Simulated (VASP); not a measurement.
# BaHRh (P-6m2) in VASP: reference runs

Aim: a first look at BaHRh with PBE, on the cell as given.

Everything below comes from runs of VASP 6.6.1. Logs are shortened: lines on timing, memory, paths and dates and some standing lists are left out, and cuts for length are marked.

## 1. The crystal as given

The structure is hexagonal, space group P-6m2 (No. 187). Conventional cell: a = 4.408 Å, b = 4.408 Å, c = 3.478 Å, α = 90.00°, β = 90.00°, γ = 120.00°. Ba (site symmetry -6m2) has 6 H at 3.08 Å and 6 Rh at 3.08 Å and 2 Ba at 3.48 Å as nearest neighbours. H (site symmetry -6m2) has 3 Rh at 2.55 Å as nearest neighbours. Rh (site symmetry -6m2) is surrounded by 3 H at 2.55 Å.

The cell was built by a generator and needn't be a form met in nature.

## 2. Single point, PBE

The input, INCAR:

```
SYSTEM = BaHRh
PREC     = Accurate       ! precision mode
ENCUT    = 520            ! plane-wave cutoff, eV
EDIFF    = 1E-7           ! SCF threshold, eV
ISMEAR   = -1             ! smearing method
SIGMA    = 0.05           ! smearing width, eV
LREAL    = .False.        ! projectors in reciprocal space
LASPH    = .True.         ! aspherical terms in the spheres
NELM     = 60             ! most SCF steps
ALGO     = Normal         ! electronic algorithm
ISIF     = 2              ! what is computed and relaxed
LWAVE    = .False.        ! write WAVECAR
LCHARG   = .False.        ! write CHGCAR
GGA      = PE             ! functional
NBANDS   = 20             ! bands
```

The input, KPOINTS:

```
regular mesh
0
Gamma
  7 7 8
  0 0 0
```

The input, POSCAR:

```
BaHRh
1.0
    4.4082341800      0.0000000000      0.0000000000
   -2.2041170900      3.8176427800      0.0000000000
    0.0000000000      0.0000000000      3.4781921800
Ba H Rh
1 1 1
Direct
    0.6666666700      0.3333333300      0.0000000000
    0.3333333300      0.6666666700      0.5000000000
    0.0000000000      0.0000000000      0.5000000000
```

Potentials or basis: VASP PAW PBE potentials, release 64 (Ba_sv, H, Rh_pv).

Started as:

```
$ cat potpaw_PBE.64/Ba_sv/POTCAR potpaw_PBE.64/H/POTCAR potpaw_PBE.64/Rh_pv/POTCAR > POTCAR
$ mpirun -np 1 vasp_std > vasp.out
```

OUTCAR:

```text
SYSTEM = BaHRh
   PREC = Accurate
   ENCUT = 520
   EDIFF = 1E-7
   ISMEAR = -1
   LREAL = .False.
   LASPH = .True.
   NELM = 60
   ISIF = 2
   GGA = PE

 ion  position               nearest neighbor table
   1  0.667  0.333  0.000-   3 3.08   3 3.08   3 3.08   3 3.08   3 3.08   3 3.08
   2  0.333  0.667  0.500-
   3  0.000  0.000  0.500-   1 3.08   1 3.08   1 3.08   1 3.08   1 3.08   1 3.08

  LATTYP: Found a hexagonal cell.
 ALAT       =     4.4082341800
 C/A-ratio  =     0.7890216440

  Lattice vectors:

 A1 = (   4.4082341800,   0.0000000000,   0.0000000000)
 A2 = (  -2.2041170900,   3.8176427800,   0.0000000000)
 A3 = (   0.0000000000,   0.0000000000,   3.4781921800)

Analysis of symmetry for initial positions (statically):
=====================================================================
 Subroutine PRICEL returns:
 Original cell was already a primitive cell.

 Routine SETGRP: Setting up the symmetry group for a
 hexagonal supercell.

 Subroutine GETGRP returns: Found 12 space group operations
 (whereof 12 operations were pure point group operations)
 out of a pool of 24 trial point group operations.

The static configuration has the point symmetry D_3h.

Analysis of symmetry for dynamics (positions and initial velocities):
=====================================================================
 Subroutine PRICEL returns:
 Original cell was already a primitive cell.

 Routine SETGRP: Setting up the symmetry group for a
 hexagonal supercell.

 Subroutine GETGRP returns: Found 12 space group operations
 (whereof 12 operations were pure point group operations)
 out of a pool of 24 trial point group operations.

The dynamic configuration has the point symmetry D_3h.

 Subroutine INISYM returns: Found 12 space group operations
 (whereof 12 operations are pure point group operations),
 and found     1 'primitive' translations

----------------------------------------------------------------------------------------

                                     Primitive cell

  volume of cell :      58.5347

  direct lattice vectors                    reciprocal lattice vectors
     4.408234180  0.000000000  0.000000000     0.226848203  0.130970871  0.000000000
[... 82 lines left out ...]
   ISPIN  =      1    spin polarized calculation?
   LNONCOLLINEAR =      F non collinear calculations
   LSORBIT =      F    spin-orbit coupling
   LASPH  =      T    aspherical Exc in radial PAW
   ENCUT  =  520.0 eV  38.22 Ry    6.18 a.u.   8.20  8.20  6.47*2*pi/ulx,y,z
   NELM   =     60;   NELMIN=  2; NELMDL= -5     # of ELM steps
   EDIFF  = 0.1E-06   stopping-criterion for ELM
   LREAL  =      F    real-space projection
   EDIFFG = 0.1E-05   stopping-criterion for IOM
   NSW    =      0    number of steps for IOM
   IBRION =     -1    ionic relax: 0-MD 1-quasi-New 2-CG
   NFREE  =      0    steps in history (QN), initial steepest desc. (CG)
   ISIF   =      2    stress and relaxation
   ISYM   =      2    0-nonsym 1-usesym 2-fastsym
   POTIM  = 0.5000    time-step for ionic-motion
   TEBEG  =    0.0;   TEEND  =   0.0 temperature during run
   PSTRESS=    0.0 pullay stress
   NELECT =      26.0000    total number of electrons
   NUPDOWN=      -1.0000    fix difference up-down
   EMIN   =  10.00;   EMAX   =-10.00  energy-range for DOS
   EFERMI =   0.00;   METHOD = LEGACY
   ISMEAR =    -1;   SIGMA  =   0.05  broadening in eV -4-tet -1-fermi 0-gaus
   EFERMI_NEDOS =   21; number of points for ismear=-14 and -15
   IALGO  =     38    algorithm
   IMIX   =      4    mixing-type and parameters
     AMIX     =   0.40;   BMIX     =  1.00
     AMIX_MAG =   1.60;   BMIX_MAG =  1.00
  volume/ion in A,a.u.               =      19.51       131.67
  Fermi-wavevector in a.u.,A,eV,Ry     =   1.249093  2.360443 21.228263  1.560233
  Thomas-Fermi vector in A             =   2.383149
   LORBIT       =      0    0 simple, 1 ext, 2 COOP (PROOUT), +10 PAW based schemes
   GGA     = PE    functional components
   LHFCALC =     F    Hartree Fock is set to
   AEXX    =    0.0000 exact exchange contribution
   IVDW    =     0    specifies the selected vdW correction
   LEPSILON=     F    determine dielectric tensor
   LRPA    =     F    only Hartree local field effects (RPA)
 non-spin polarized calculation
  energy-cutoff  :      520.00
  volume of cell :       58.53
 maximum number of plane-waves:      1639
 NGX is ok and might be reduce to    36
   NGX = 17   NGY = 17   NGZ = 13

 number of electron      25.9999997 magnetization

 Free energy of the ion-electron system (eV)
  ---------------------------------------------------
  ext. energy  EPLUGINS =         0.00000000
  ---------------------------------------------------
  free energy    TOTEN  =       -11.52978383 eV

  energy without entropy =      -11.51677681  energy(sigma->0) =      -11.52328032

 E-fermi :   4.1472     XC(G=0): -10.1858

 val. band max:        4.1285868127   @ k =   0.0000   0.0000   0.5000
 cond. band min:       4.1994094383   @ k =   0.4286   0.0000   0.0000
 fundamental gap:      0.0708226256
 Fermi energy:         4.1472190618

 k-point     1 :       0.0000    0.0000    0.0000
  band No.  band energies     occupation
      1     -40.7915      2.00000
      2     -40.7253      2.00000
      3     -40.7253      2.00000
      4     -23.1303      2.00000
      5      -8.2663      2.00000
      6      -8.2663      2.00000
[... 541 lines left out ...]
     19      10.3403      0.00000
     20      11.9742      0.00000

 [... further k-points ...]

------------------------ aborting loop because EDIFF is reached ----------------------------------------

  FORCE on cell =-STRESS in cart. coord.  units (eV):
  Direction    XX          YY          ZZ          XY          YZ          ZX
  --------------------------------------------------------------------------------------
  -------------------------------------------------------------------------------------
  Total       -0.6768748     -0.6768748      2.3897571     -0.0000000      0.0000000     -0.0000000
  in kB      -18.5270136    -18.5270135     65.4110044     -0.0000000      0.0000000     -0.0000000
  external PRESSURE =       9.4523258 kB  Pullay stress =       0.0000000 kB

 VOLUME and BASIS-vectors are now :
 -----------------------------------------------------------------------------
  energy-cutoff  :      520.00
  volume of cell :       58.53
      direct lattice vectors                 reciprocal lattice vectors
     4.408234180  0.000000000  0.000000000     0.226848203  0.130970871  0.000000000
    -2.204117090  3.817642780  0.000000000     0.000000000  0.261941742  0.000000000
     0.000000000  0.000000000  3.478192180     0.000000000  0.000000000  0.287505678

 POSITION                                       TOTAL-FORCE (eV/Angst)
 -----------------------------------------------------------------------------------
      2.20412      1.27255      0.00000        -0.000000      0.000000      0.000000
     -0.00000      2.54510      1.73910         0.000000      0.000000      0.000000
      0.00000      0.00000      1.73910         0.000000     -0.000000      0.000000
 -----------------------------------------------------------------------------------
    total drift:                               -0.000009      0.000006      0.000000

  FREE ENERGIE OF THE ION-ELECTRON SYSTEM (eV)
  ---------------------------------------------------
  free  energy   TOTEN  =       -11.5297838277 eV

  energy  without entropy=      -11.5167768060  energy(sigma->0) =      -11.52328032
```

OSZICAR:

```text
N       E                     dE             d eps       ncg     rms          rms(c)
DAV:   1     0.190153382327E+03    0.19015E+03   -0.14848E+04  1728   0.124E+03
DAV:   2    -0.285767036795E+01   -0.19301E+03   -0.18726E+03  1776   0.314E+02
DAV:   3    -0.113183262470E+02   -0.84607E+01   -0.83406E+01  2148   0.624E+01
DAV:   4    -0.116269450427E+02   -0.30862E+00   -0.30829E+00  1984   0.800E+00
DAV:   5    -0.116323635893E+02   -0.54185E-02   -0.54182E-02  2076   0.937E-01    0.620E+00
DAV:   6    -0.115500942873E+02    0.82269E-01   -0.84895E-02  1852   0.207E+00    0.347E+00
DAV:   7    -0.115356855969E+02    0.14409E-01   -0.14591E-01  1832   0.177E+00    0.106E+00
DAV:   8    -0.115292758552E+02    0.64097E-02   -0.63872E-02  1772   0.141E+00    0.207E-01
DAV:   9    -0.115294716135E+02   -0.19576E-03   -0.23590E-03  1752   0.287E-01    0.906E-02
DAV:  10    -0.115297471886E+02   -0.27558E-03   -0.36257E-04  1720   0.112E-01    0.431E-02
DAV:  11    -0.115297821358E+02   -0.34947E-04   -0.41645E-05  1840   0.354E-02    0.137E-02
DAV:  12    -0.115297839836E+02   -0.18477E-05   -0.51948E-06  1816   0.135E-02    0.230E-03
DAV:  13    -0.115297838035E+02    0.18006E-06   -0.78601E-07  1804   0.517E-03    0.839E-04
DAV:  14    -0.115297838277E+02   -0.24196E-07   -0.48428E-08  1208   0.134E-03
   1 F= -.11529784E+02 E0= -.11523280E+02  d E =-.130070E-01
```

Wall time 23 s (1 thread of Intel Xeon 6975P-C (Granite Rapids), shared host); peak memory 0.21 GiB.

Results:

- Free energy: -11.5298 eV
- Pressure: 0.9 GPa
- Band gap on the k mesh: none (metal or under the smearing width)
